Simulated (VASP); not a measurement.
VASP input:

### POSCAR
```
Lu
1.0
  1.7935001877  -3.1064335399   0.0000000000
  1.7935001877   3.1064335399   0.0000000000
  0.0000000000   0.0000000000   5.5996304475
Lu
2
Cart
  1.7935001877   1.0354799176   1.3999076119
  1.7935001877  -1.0354799176   4.1997228356
```

**INCAR**
```
NELM=100   ! most electronic steps
AGGAC=0.0
EDIFFG=-0.01
ALGO=Normal   ! blocked Davidson
SIGMA=0.1   ! width (eV)
LWAVE=F
NSW=30   ! most ionic steps
IBRION=2
ISMEAR=1
GGA=ML
ZAB_VDW=-1.8867
EDIFF=1E-7
ISIF=4
SYSTEM=Lu
LASPH=T
PREC=Accurate
LREAL=F
LMAXMIX=6   ! l cut-off of mixed one-centre charges
LCHARG=F
LUSE_VDW=T
ENCUT=520
```

KPOINTS:
```
Automatic mesh
0
Gamma
12 12 7
0 0 0
```

POTCAR, in this order: Lu_3 (PBE.64 set). Program: vasp_std.

Q: Translate this vdW-DF2 calculation to Quantum ESPRESSO's pw.x.

A: One equivalent input (not run):
```
&CONTROL
  calculation = 'vc-relax'
  pseudo_dir = './pseudo'
  outdir = './out'
  tprnfor = .true.
  tstress = .true.
  nstep = 30
  forc_conv_thr = 0.00039
/
&SYSTEM
  ibrav = 0
  nat = 2
  ntyp = 1
  ecutwfc = 100
  occupations = 'smearing'
  smearing = 'methfessel-paxton'
  degauss = 0.00735
  input_dft = 'vdw-df2'
/
&ELECTRONS
  conv_thr = 7.3e-09
  electron_maxstep = 100
/
&IONS
/
&CELL
  cell_dofree = 'shape'
/
ATOMIC_SPECIES
  Lu 174.967 Lu.upf
CELL_PARAMETERS angstrom
     1.7935002   -3.1064335    0.0000000
     1.7935002    3.1064335    0.0000000
     0.0000000    0.0000000    5.5996304
ATOMIC_POSITIONS crystal
  Lu   0.3333330  0.6666670  0.2500000
  Lu   0.6666670  0.3333330  0.7500000
K_POINTS automatic
  12 12 7 0 0 0
```
The two are equivalent in intent, not identical: the potentials are each code's own (VASP's PAW set, PseudoDojo norm-conserving files in pw.x), so ENCUT and ecutwfc are chosen apart and not converted; conv_thr bounds pw.x's estimated SCF error, while EDIFF bounds the energy change between steps; forc_conv_thr acts on force components and is met together with etot_conv_thr.

The compound is Lu in the hcp structure. This cell is one point of a volume scan, at 1.03 of the reference volume. Symmetry was kept, so distortions that lower it aren't found.
